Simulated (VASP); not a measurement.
Write the native input for VASP 6.6.1 that does the following.

| Item | Value |
| --- | --- |
| Task | single point |
| Functional | PBE |
| Potentials or basis | VASP PAW PBE potentials, release 64 (Al, Te, H) |
| Cutoff | 520 eV |
| k mesh | 4 × 4 × 4 |
| Occupations | gaussian, width 0.1 eV |
| Spin | no spin polarisation |
| Dipole correction | no |
| Further INCAR settings | ALGO = Fast; EDIFF = 1e-06; NBANDS = 23 |

The structure of Al3Te3H lies in POSCAR:

```
Al3Te3H
1.0
    4.7664503900      0.0000000000      0.0000000000
    0.0000000000      4.7664503900      0.0000000000
    0.0000000000      0.0000000000      4.7664503900
Al Te H
3 3 1
Direct
    0.0000000000      0.5000000000      0.5000000000
    0.5000000000      0.0000000000      0.5000000000
    0.5000000000      0.5000000000      0.0000000000
    0.5000000000      0.0000000000      0.0000000000
    0.0000000000      0.5000000000      0.0000000000
    0.0000000000      0.0000000000      0.5000000000
    0.5000000000      0.5000000000      0.5000000000
```

The cell was built by a generator and needn't be a form met in nature.

The cell isn't the ideal one: random cell by space group and Wyckoff sites (Pm-3m, No. 221).

The input as run:

INCAR

```
PREC     = Accurate       # precision mode
ENCUT    = 520            # plane-wave cutoff, eV
EDIFF    = 1E-6           # SCF threshold, eV
ISMEAR   = 0              # smearing method
SIGMA    = 0.1            # smearing width, eV
LREAL    = False          # projectors in reciprocal space
LASPH    = True           # aspherical terms in the spheres
NELM     = 80             # most SCF steps
ALGO     = Fast           # electronic algorithm
ISIF     = 2              # what is computed and relaxed
LWAVE    = False          # write WAVECAR
LCHARG   = True           # write CHGCAR
GGA      = PE             # functional
LELF     = True           # ELF
LVHAR    = True         
NBANDS   = 23             # bands
```

KPOINTS

```
Automatic mesh
0
Gamma
  4 4 4
```

Potentials or basis: VASP PAW PBE potentials, release 64 (Al, Te, H).

Run with:

```sh
$ cat potpaw_PBE.64/Al/POTCAR potpaw_PBE.64/Te/POTCAR potpaw_PBE.64/H/POTCAR > POTCAR
$ mpirun -np 1 vasp_std > vasp.out
```

Results of the run:

| Quantity | Value |
| --- | --- |
| Pressure | 54.7 GPa |
| Band gap on the k mesh | none (metal or under the smearing width) |

Caveat: a pressure of tens of GPa on the cell as given is suspect, and the run, the potentials or the cell itself is likely at fault.

Wall time 25 s on 1 thread of Intel(R) Xeon(R) Platinum 8375C CPU @ 2.90GHz (Ice Lake), with other jobs on the host, peak memory 0.21 GiB.
